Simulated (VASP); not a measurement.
# LaTa: phonons from a supercell, part 3 of 3

Wanted: whether LaTa is dynamically stable, and its vibrational spectrum. The cell is invented: it takes the structure of a Materials Project entry for YZr (space group 187 there), with all of its atoms replaced by other elements, volume scaled by an estimate. It may not be a known or stable phase.

VASP 6.6.1; PBEsol; plane waves and PAW (Ta, La); invented cell.

So far. Step 2 (Relax the host): The run ended after 8 ionic steps, 0.487 eV below its first step, once forces and stress met EDIFFG = -0.02. Step 3 (Tight relaxation): The run ended after 4 ionic steps, 0.004 eV below its first step, once forces and stress met EDIFFG = -0.002.

## 4. Force constants in the supercell

System of this step: LaTa. It takes space group P-6m2 (No. 187, hexagonal). The conventional cell has a = 3.094 Å, b = 3.094 Å, c = 5.487 Å, α = 90.00°, β = 90.00°, γ = 120.00°. Nearest to Ta lie 6 Ta at 3.09 Å and 6 La at 3.27 Å. Nearest to La lie 6 La at 3.09 Å and 6 Ta at 3.27 Å. it takes the structure of a Materials Project entry for YZr (space group 187 there), with all of its atoms replaced by other elements, volume scaled by an estimate. Farther neighbours are not listed.

Each independent atom is moved by 0.015 Å both ways; the forces give the force constants out to half the supercell.

Contents of INCAR:

```
SYSTEM = LaTa
PREC = Accurate
ENCUT = 350
EDIFF = 1E-07
NELM = 120
ISMEAR = 1
SIGMA = 0.2
LREAL = Auto
ALGO = Fast
GGA = PS
LWAVE = .FALSE.
LCHARG = .FALSE.
KPAR = 4
IBRION = 6
NSW = 1
NFREE = 2
POTIM = 0.015
ISIF = 0
ADDGRID = .TRUE.
```

Contents of POSCAR:

```
LaTa
1.0
    9.2831297046     -0.0000001692      0.0000000000
   -4.6415636532      8.0394266127      0.0000000000
    0.0000000000      0.0000000000     10.9742294426
Ta La
18 18
Direct
    0.1111111100      0.2222222233      0.0000000000
    0.1111111100      0.2222222233      0.5000000000
    0.1111111100      0.5555555567      0.0000000000
    0.1111111100      0.5555555567      0.5000000000
    0.1111111100      0.8888888900      0.0000000000
    0.1111111100      0.8888888900      0.5000000000
    0.4444444433      0.2222222233      0.0000000000
    0.4444444433      0.2222222233      0.5000000000
    0.4444444433      0.5555555567      0.0000000000
    0.4444444433      0.5555555567      0.5000000000
    0.4444444433      0.8888888900      0.0000000000
    0.4444444433      0.8888888900      0.5000000000
    0.7777777767      0.2222222233      0.0000000000
    0.7777777767      0.2222222233      0.5000000000
    0.7777777767      0.5555555567      0.0000000000
    0.7777777767      0.5555555567      0.5000000000
    0.7777777767      0.8888888900      0.0000000000
    0.7777777767      0.8888888900      0.5000000000
    0.2222222233      0.1111111100      0.2500000000
    0.2222222233      0.1111111100      0.7500000000
    0.2222222233      0.4444444433      0.2500000000
    0.2222222233      0.4444444433      0.7500000000
    0.2222222233      0.7777777767      0.2500000000
    0.2222222233      0.7777777767      0.7500000000
    0.5555555567      0.1111111100      0.2500000000
    0.5555555567      0.1111111100      0.7500000000
    0.5555555567      0.4444444433      0.2500000000
    0.5555555567      0.4444444433      0.7500000000
    0.5555555567      0.7777777767      0.2500000000
    0.5555555567      0.7777777767      0.7500000000
    0.8888888900      0.1111111100      0.2500000000
    0.8888888900      0.1111111100      0.7500000000
    0.8888888900      0.4444444433      0.2500000000
    0.8888888900      0.4444444433      0.7500000000
    0.8888888900      0.7777777767      0.2500000000
    0.8888888900      0.7777777767      0.7500000000
```

Contents of KPOINTS:

```
Automatic mesh
0
Gamma
4 4 3
0 0 0
```

Potentials, in the order of the species: Ta and La (PBE family, release 64).

Started as:

```sh
mpirun -np 4 vasp_std
```

Log:

```text
[banner, memory and clock lines left out]
running    4 mpi-ranks, on    1 nodes
[...]
[... a notice as in an earlier step ...]

 LDA part: xc-table for (Slater+PW92), standard interpolation
 POSCAR, INCAR and KPOINTS ok, starting setup
[...]
entering main loop
       N       E                     dE             d eps       ncg     rms          rms(c)
DAV:   1     0.329223202735E+04    0.32922E+04   -0.72297E+04  2768   0.170E+03
DAV:   2     0.794546585911E+03   -0.24977E+04   -0.24286E+04  3624   0.451E+02
DAV:   3    -0.108206192969E+03   -0.90275E+03   -0.88113E+03  4616   0.304E+02
DAV:   4    -0.307946081874E+03   -0.19974E+03   -0.19097E+03  5256   0.155E+02
[...]
RMM:  67    -0.299392428642E+03    0.12236E-02   -0.12569E-02  4668   0.102E-01    0.456E-01
RMM:  68    -0.299392199561E+03    0.22908E-03   -0.10464E-02  4764   0.861E-02    0.386E-01
RMM:  69    -0.299392756169E+03   -0.55661E-03   -0.65500E-03  4699   0.667E-02    0.355E-01
WARNING in EDDRMM: call to ZHEGV failed, returncode =   8  4      6
RMM:  70    -0.299392923424E+03   -0.16726E-03   -0.70507E-03  4795   0.704E-02    0.311E-01
RMM:  71    -0.299391205202E+03    0.17182E-02   -0.11570E-02  5052   0.159E-01    0.160E-01
RMM:  72    -0.299391532812E+03   -0.32761E-03   -0.85504E-03  4824   0.105E-01    0.813E-02
WARNING in EDDRMM: call to ZHEGV failed, returncode =   8  4     16
WARNING in EDDRMM: call to ZHEGV failed, returncode =   8  4     17
WARNING in EDDRMM: call to ZHEGV failed, returncode =   8  4     18
RMM:  73    -0.299392059894E+03   -0.52708E-03   -0.61911E-03  4771   0.749E-02    0.477E-02
RMM:  74    -0.299392536271E+03   -0.47638E-03   -0.49819E-03  4594   0.601E-02    0.321E-02
RMM:  75    -0.299392789027E+03   -0.25276E-03   -0.30480E-03  4724   0.534E-02    0.103E-02
RMM:  76    -0.299393038825E+03   -0.24980E-03   -0.25866E-03  4721   0.413E-02    0.726E-03
RMM:  77    -0.299393233103E+03   -0.19428E-03   -0.19792E-03  4011   0.302E-02    0.484E-03
WARNING in EDDRMM: call to ZHEGV failed, returncode =   8  4     76
WARNING in EDDRMM: call to ZHEGV failed, returncode =   8  4    118
WARNING in EDDRMM: call to ZHEGV failed, returncode =   8  4     80
WARNING in EDDRMM: call to ZHEGV failed, returncode =   6  3    122
RMM:  78    -0.299393403616E+03   -0.17051E-03   -0.17423E-03  3418   0.281E-02    0.375E-03
WARNING in EDDRMM: call to ZHEGV failed, returncode =   8  4     94
RMM:  79    -0.299393540209E+03   -0.13659E-03   -0.13994E-03  3318   0.253E-02    0.527E-03
WARNING in EDDRMM: call to ZHEGV failed, returncode =   6  3     77
WARNING in EDDRMM: call to ZHEGV failed, returncode =   6  3     76
WARNING in EDDRMM: call to ZHEGV failed, returncode =   8  4     82
WARNING in EDDRMM: call to ZHEGV failed, returncode =   6  3    121
[...]
WARNING in EDDRMM: call to ZHEGV failed, returncode =   8  4    123
WARNING in EDDRMM: call to ZHEGV failed, returncode =   8  4      4
WARNING in EDDRMM: call to ZHEGV failed, returncode =   8  4      7
WARNING in EDDRMM: call to ZHEGV failed, returncode =   8  4     10
WARNING in EDDRMM: call to ZHEGV failed, returncode =   8  4     16
WARNING in EDDRMM: call to ZHEGV failed, returncode =   8  4     17
WARNING in EDDRMM: call to ZHEGV failed, returncode =   8  4     18
WARNING in EDDRMM: call to ZHEGV failed, returncode =   8  4     21
WARNING in EDDRMM: call to ZHEGV failed, returncode =   8  4     28
WARNING in EDDRMM: call to ZHEGV failed, returncode =   8  4     36
WARNING in EDDRMM: call to ZHEGV failed, returncode =   8  4     41
WARNING in EDDRMM: call to ZHEGV failed, returncode =   8  4     51
WARNING in EDDRMM: call to ZHEGV failed, returncode =   8  4     55
WARNING in EDDRMM: call to ZHEGV failed, returncode =   8  4     56
WARNING in EDDRMM: call to ZHEGV failed, returncode =   8  4     59
WARNING in EDDRMM: call to ZHEGV failed, returncode =   8  4    109
RMM: 102    -0.298888323171E+03    0.96323E-06   -0.45415E-06 12231   0.931E-03    0.816E-03
WARNING in EDDRMM: call to ZHEGV failed, returncode =   8  4     10
WARNING in EDDRMM: call to ZHEGV failed, returncode =   8  4     25
WARNING in EDDRMM: call to ZHEGV failed, returncode =   8  4      5
WARNING in EDDRMM: call to ZHEGV failed, returncode =   8  4     26
WARNING in EDDRMM: call to ZHEGV failed, returncode =   8  4     31
WARNING in EDDRMM: call to ZHEGV failed, returncode =   8  4     98
WARNING in EDDRMM: call to ZHEGV failed, returncode =   8  4    107
WARNING in EDDRMM: call to ZHEGV failed, returncode =   8  4    113
WARNING in EDDRMM: call to ZHEGV failed, returncode =   8  4     15
WARNING in EDDRMM: call to ZHEGV failed, returncode =   8  4     64
WARNING in EDDRMM: call to ZHEGV failed, returncode =   8  4      5
WARNING in EDDRMM: call to ZHEGV failed, returncode =   8  4     12
WARNING in EDDRMM: call to ZHEGV failed, returncode =   8  4    105
RMM: 103    -0.298888321887E+03    0.12834E-05   -0.12155E-06  9618   0.553E-03    0.344E-03
RMM: 104    -0.298888321430E+03    0.45711E-06   -0.20177E-06  8903   0.459E-03    0.117E-03
 hard stop encountered!  aborting job ...
|                                                                             |
|           W    W    AA    RRRRR   N    N  II  N    N   GGGG   !!!           |
|           W    W   A  A   R    R  NN   N  II  NN   N  G    G  !!!           |
|           W    W  A    A  R    R  N N  N  II  N N  N  G       !!!           |
|           W WW W  AAAAAA  RRRRR   N  N N  II  N  N N  G  GGG   !            |
|           WW  WW  A    A  R   R   N   NN  II  N   NN  G    G                |
|           W    W  A    A  R    R  N    N  II  N    N   GGGG   !!!           |
|                                                                             |
|     The electronic self-consistency was not achieved in the given           |
|     number of steps (NELM). The forces and other quantities evaluated       |
|     might not be reliable so examine the results carefully. If you find     |
|     spurious results, we suggest increasing NELM, if you were close to      |
|     convergence or switching to a different ALGO or adjusting the           |
|     density mixing parameters otherwise.                                    |
|                                                                             |

 soft stop encountered!  aborting job ...
```

The job ended after 2 h (4 MPI ranks of Intel Xeon Platinum 8488C (Sapphire Rapids), shared host).

The run was stopped at its time limit, so it gives no result of its own.

## 5. Outcome

```
result : none
```

**Reading.** The session ends without its result: «force constants in the supercell» met its time limit.

[Lines on the potential files, build, host, timing and source positions are cut from VASP's logs without a mark.]

[Logs are printed without paths, hosts, clocks, repeated set-up lines and the standing remarks that a program may print on its own settings, such as how far it seeks lower states.]

[Hosts, paths, dates, database ids (printed as entryN), source tags and the programs' standing remarks are cut or masked in the printed files.]

[Runs that stopped without an error message from VASP are left out.]
